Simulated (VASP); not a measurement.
## GaN: Born charges and dielectric tensor with LDA

GaN:

```xyz
4
Lattice="3.1570 0.0000 0.0000 -1.5785 2.7340 0.0000 0.0000 0.0000 5.1465" Properties=species:S:1:pos:R:3 pbc="T T T"
Ga    1.5785    0.9113    2.5696
Ga    0.0000    1.8227    5.1428
N     1.5785    0.9113    4.5068
N     0.0000    1.8227    1.9336
```

The cell is a database's computed one.

```
Program                : VASP 6.6.1
Task                   : Born charges and dielectric tensor
Functional             : LDA
Potentials or basis    : VASP PAW LDA potentials, release 64 (Ga_d, N)
Cutoff                 : 600 eV
k mesh                 : 6 × 6 × 2
Occupations            : gaussian, width 0.02 eV
Spin                   : no spin polarisation
Further INCAR settings : ALGO = Normal; EDIFF = 1e-08; IBRION = 8; NSW = 1
```

```
Band gap on the k mesh                                  : 2.11 eV, direct
Electronic dielectric tensor (diagonal)                 : 6.27, 6.27, 6.39
Born charges (mean of the diagonal)                     : Ga +2.64; N -2.64 e
Highest phonon frequency at Γ, LO-TO splitting left out : 700 cm⁻¹
```

Levels at points of the mesh, in eV from the valence-band top:
| k point | band 16 | band 17 | band 18 | band 19 | band 20 | band 21 |
| --- | --- | --- | --- | --- | --- | --- |
| (0.00, 0.00, 0.00) | -0.05 | 0.00 | 0.00 | 2.11 | 4.35 | 9.19 |
| (0.50, 0.00, 0.00) | -2.87 | -2.33 | -1.04 | 4.99 | 5.64 | 5.98 |
| (0.50, 0.50, 0.00) | -2.87 | -2.33 | -1.04 | 4.99 | 5.64 | 5.98 |
| (0.00, 0.00, 0.50) | -0.55 | -0.55 | -0.55 | 4.37 | 4.37 | 8.44 |
| (0.50, 0.00, 0.50) | -2.03 | -1.98 | -1.98 | 4.37 | 4.37 | 7.78 |
| (0.50, 0.50, 0.50) | -2.03 | -1.98 | -1.98 | 4.37 | 4.37 | 7.78 |

Phonon frequencies in cm⁻¹ (negative: imaginary):
```tsv
q point	frequencies
(0.000, 0.000, 0.000)	0 0 0 139 139 338 540 563 563 569 569 700
```

Electronic dielectric tensor:
```
6.27 0.00 0.00
0.00 6.27 0.00
0.00 0.00 6.39
```

Born effective charge tensors (e):
atom 1, Ga
```
2.61 0.00 0.00
0.00 2.61 0.00
0.00 0.00 2.72
```
atom 2, Ga
```
2.61 0.00 0.00
0.00 2.61 0.00
0.00 0.00 2.72
```
atom 3, N
```
-2.61  0.00  0.00
 0.00 -2.61  0.00
 0.00  0.00 -2.72
```
atom 4, N
```
-2.61  0.00  0.00
 0.00 -2.61  0.00
 0.00  0.00 -2.72
```

Wall time 7.7 min on 1 thread of AMD EPYC 9R45 (Zen 5) (shared host), peak memory 0.28 GiB.

Caveat: the k mesh is coarse (spacing up to 0.61 Å⁻¹), so the values aren't converged. Expect the measured gap to be larger: semilocal functionals such as LDA lack the derivative discontinuity.
